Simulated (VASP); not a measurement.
# SnSe: band structure with PBE+D3(BJ)

**Experimental background.**

“Linear dichroism of the optical properties of SnS and SnSe van der Waals crystals”, 2024, arxiv:2409.17412 reports, for a bulk crystal of SnSe at 20 K: band gap 0.99 eV (indirect).

SnSe:

```
CELL_PARAMETERS angstrom
11.48649 0.00000 0.00000
0.00000 4.17221 0.00000
0.00000 0.00000 4.37968
ATOMIC_POSITIONS crystal
Sn 0.11763 0.25000 0.09317
Sn 0.38237 0.75000 0.59317
Sn 0.61763 0.25000 0.40683
Sn 0.88237 0.75000 0.90683
Se 0.35703 0.25000 0.02202
Se 0.14297 0.75000 0.52202
Se 0.85703 0.25000 0.47798
Se 0.64297 0.75000 0.97798
```

```json
{
 "Program": "VASP 6.6.1",
 "Task": "band structure",
 "Functional": "PBE",
 "Dispersion": "D3(BJ)",
 "Potentials or basis": "VASP PAW PBE potentials, release 64 (Sn_d, Se)",
 "Cutoff": "520 eV",
 "k mesh": "2 × 4 × 4",
 "Occupations": "gaussian, width 0.03 eV",
 "Spin": "no spin polarisation",
 "Grid for exact exchange (PRECFOCK)": "Fast",
 "Further INCAR settings": "ALGO = Normal; EDIFF = 1e-06; NBANDS = 50"
}
```

```
Pressure                   : 0.0 GPa
Largest force              : 0.043 eV/Å
Band gap on the k mesh     : 0.77 eV, indirect (least direct gap 1.12 eV)
Band gap along the path    : 0.77 eV, indirect (least direct gap 1.12 eV)
Dispersion energy per atom : -0.369 eV
```

Forces in eV/Å, atoms in the order of the input:
```
Sn   0.041  0.000  0.014
Sn  -0.041  0.000  0.014
Sn   0.041  0.000 -0.014
Sn  -0.041  0.000 -0.014
Se   0.006  0.000 -0.019
Se  -0.006  0.000 -0.019
Se   0.006  0.000  0.019
Se  -0.006  0.000  0.019
```

Stress tensor (GPa, compression positive):
```
 0.37  0.00  0.00
 0.00 -0.07  0.00
 0.00  0.00 -0.44
```

Levels at points of the mesh, in eV from the valence-band top:
```
           k point  band 36  band 37  band 38  band 39  band 40  band 41  band 42  band 43  band 44  band 45
(0.00, 0.00, 0.00)    -1.64    -1.40    -1.08    -0.49    -0.35     0.77     3.20     3.37     3.39     3.58
(0.50, 0.00, 0.00)    -1.94    -1.69    -1.69    -0.36    -0.36     2.79     2.79     3.01     3.01     4.00
(0.00, 0.50, 0.00)    -1.43    -0.77    -0.77    -0.43    -0.43     1.17     1.17     1.62     1.62     1.89
(0.50, 0.50, 0.00)    -1.85    -0.70    -0.70    -0.70    -0.70     1.64     1.64     1.64     1.64     2.30
(0.00, 0.00, 0.50)    -1.19    -0.56    -0.56    -0.03    -0.03     1.45     1.45     1.66     1.66     1.83
(0.50, 0.00, 0.50)    -1.51    -0.23    -0.23     0.00     0.00     1.38     1.38     1.72     1.72     1.85
(0.00, 0.50, 0.50)    -3.02    -2.13    -2.13    -1.30    -1.30     2.83     2.83     3.24     3.24     4.88
(0.50, 0.50, 0.50)    -3.63    -1.37    -1.37    -1.37    -1.37     2.63     2.63     2.63     2.63     5.10
```

It took 45 s on 4 MPI ranks on Intel(R) Xeon(R) 6975P-C (Granite Rapids) (shared host), peak memory 0.49 GiB a rank.

A measured gap of SnSe is 0.99 eV (indirect; 20 K; “Linear dichroism of the optical properties of SnS and SnSe van der Waals crystals”, 2024, arxiv:2409.17412); the calculated 0.77 eV misses it by -0.22 eV. 2 values of this kind are on record (0.89 to 0.99 eV); this one was drawn at random. Spin-orbit coupling on Se, Sn is left out. The value is that of PBE+D3(BJ), without temperature or zero-point motion. Semilocal functionals fall short of measured gaps as a rule.

Caveat: spin-orbit coupling is left out, which moves the levels of the heavy elements.
